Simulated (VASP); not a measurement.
Consider the following.

```
ZrN
1.0
    0.00000     2.28005     2.28005
    2.28005     0.00000     2.28005
    2.28005     2.28005     0.00000
Zr N
1 1
Direct
  0.00000   0.00000   0.00000
  0.50000   0.50000   0.50000
```

Computed with PBE GGA with D3 dispersion (Becke-Johnson damping), VASP's PBE PAW potentials (set 64) (plane waves; VASP). Run with 520 eV cut-off, 14×14×14 Γ-centred mesh, first-order Methfessel-Paxton smearing of 0.10 eV, potentials Zr_sv N.

Q: The job: ZrN (rock salt), 2 atoms, PBE-D3(BJ), static run, 520 eV, 14×14×14 Γ-centred mesh. Roughly how much core time does it take on a busy server core?

A: About 20 core-seconds (one run on a shared machine, a rough figure). It had 104 irreducible k-points, 12 bands, up to 652 plane waves and 13 electronic steps.

The compound is ZrN in the rock salt structure. It was relaxed first. The electron count is odd and the run is not spin-polarised, which forces a metal.
